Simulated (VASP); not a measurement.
The system is KC.

```
CELL_PARAMETERS angstrom
4.25089 0.00000 0.00000
-2.12545 3.68138 0.00000
0.00000 0.00000 9.70040
ATOMIC_POSITIONS crystal
K 0.00000 0.00000 0.00000
K 0.00000 0.00000 0.50000
C 0.00000 0.00000 0.78125
C 0.00000 0.00000 0.21875
```

The cell was built by a generator and needn't be a form met in nature.

The cell isn't the ideal one: random cell by space group and Wyckoff sites (P6/mmm, No. 191).

| Property | Result |
| --- | --- |
| Program | VASP 6.6.1 |
| Task | relaxation of cell and atoms |
| Functional | PBE |
| Potentials or basis | VASP PAW PBE potentials, release 64 (K_sv, C) |
| Cutoff | 600 eV |
| k mesh | 6 × 6 × 2 |
| Occupations | gaussian, width 0.1 eV |
| Spin | no spin polarisation |

At the start: pressure 1.9 GPa; volume 37.95 Å³/atom.

Task: How do energy, volume and symmetry change on relaxing?

Result: Over 21 steps the energy falls by 353.0 meV/atom and the volume is 24.26 Å³/atom (-36.1 %); space group P6/mmm (No. 191, to 0.05 Å).

Step by step:
| step | energy change (eV) | largest force (eV/Å) | pressure (GPa) | volume (Å³) |
| --- | --- | --- | --- | --- |
| 1 | 0.0000 | 2.0501 | 1.85 | 151.80 |
| 2 | -0.6985 | 0.9510 | -0.50 | 161.09 |
| 3 | -0.7863 | 0.6306 | -1.33 | 164.89 |
| 4 | -0.7882 | 0.5866 | -1.42 | 165.37 |
| 5 | -0.9044 | 0.4611 | -1.37 | 157.03 |
| 6 | -1.1452 | 0.0417 | -0.66 | 133.67 |
| 7 | -0.6732 | 1.7302 | 4.43 | 94.02 |
| 8 | -1.1788 | 0.0325 | -0.25 | 127.09 |
| 9 | -1.1898 | 0.2182 | 0.32 | 120.23 |
| 10 | -1.2500 | 0.3676 | 0.03 | 115.79 |
| 11 | -1.2906 | 0.6037 | -0.21 | 109.51 |
| 12 | -1.2919 | 0.6513 | -0.24 | 108.34 |
| 13 | -1.3249 | 0.5143 | -0.52 | 108.16 |
| 14 | -1.3670 | 0.1804 | -1.23 | 107.59 |
| 15 | -1.3953 | 0.0796 | -0.73 | 104.50 |
| 16 | -1.4039 | 0.0204 | -0.20 | 101.85 |
| 17 | -1.4082 | 0.0483 | -0.20 | 100.56 |
| 18 | -1.4100 | 0.0823 | -0.20 | 99.01 |
| 19 | -1.4113 | 0.0683 | -0.04 | 98.04 |
| 20 | -1.4115 | 0.0579 | 0.09 | 97.34 |
| 21 | -1.4121 | 0.0289 | 0.04 | 97.04 |

Final structure:
```yaml
crystal:
  lattice:
    - [3.27568, 0.00000, 0.00000]
    - [-1.63784, 2.83682, 0.00000]
    - [0.00000, 0.00000, 10.44330]
  atoms:
    - { symbol: K, position: [0.00000, 0.00000, 0.00000] }
    - { symbol: K, position: [0.00000, 0.00000, 0.50000] }
    - { symbol: C, position: [0.00000, 0.00000, 0.75062] }
    - { symbol: C, position: [0.00000, 0.00000, 0.24938] }
```

Caveat: the volume moved by over 15 % at a fixed basis, so the end points are rough.
